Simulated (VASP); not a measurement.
Consider the following.

```xyz
2
Lattice="0.0000 2.6252 2.6252 2.6252 0.0000 2.6252 2.6252 2.6252 0.0000" Properties=species:S:1:pos:R:3 pbc="T T T"
Si     0.0000     0.0000     0.0000
Si     1.3126     1.3126     1.3126
```

All values below come from LDA (Ceperley-Alder, Perdew-Zunger), VASP's LDA PAW potentials (set 64) (plane waves; VASP). Run with 500 eV cut-off, 9×9×9 Γ-centred mesh, Gaussian smearing of 0.050 eV, potentials Si.

Energy and stress use the plane-wave basis of the starting cell.

Problem. The ions, cell shape and volume at an external pressure of 20.0 GPa are relaxed. Predict the relaxed structure.

Solution. 
```xyz
2
Lattice="0.0000 2.5689 2.5689 2.5689 0.0000 2.5689 2.5689 2.5689 0.0000" Properties=species:S:1:pos:R:3 pbc="T T T"
Si     0.0000     0.0000     0.0000
Si     1.2844     1.2844     1.2844
```
Space group Fd-3m (227), at a tolerance of 0.03 Å.

Problem. How do energy and volume change from the first to the last step?

Solution. The energy (σ→0) changes by +104.6 meV/atom and the volume by -6.3 %, in 4 ionic steps.

The compound is Si in the diamond structure. This run relaxes it under an external pressure of 20 GPa. Symmetry was kept, so distortions that lower it aren't found.
